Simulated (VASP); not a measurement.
Energy against volume of CaO (rock salt). Calculation: r2SCAN+rVV10, VASP's PBE PAW potentials (set 64) (plane waves; VASP).

```csv
V (Å³/atom),E (eV/atom)
12.950,-9.49556
13.363,-9.51202
13.776,-9.51749
14.190,-9.51366
14.603,-9.50185
```

Fit a third-order Birch-Murnaghan equation of state.

```json
{
 "volume_per_atom": "13.80 Å³/atom",
 "bulk_modulus": "119 GPa",
 "pressure_derivative_of_the_bulk_modulus": "4.36",
 "lattice_constant_a": "4.797 Å"
}
```

Measured: a 4.781 Å at 0 K (computed value off by +0.3 %), as given by Wei Chen et al., Physical Review Materials (2018), doi:10.1103/physrevmaterials.2.073803 [zero-point anharmonic expansion removed].

The compound is CaO in the rock salt structure. It was relaxed first.
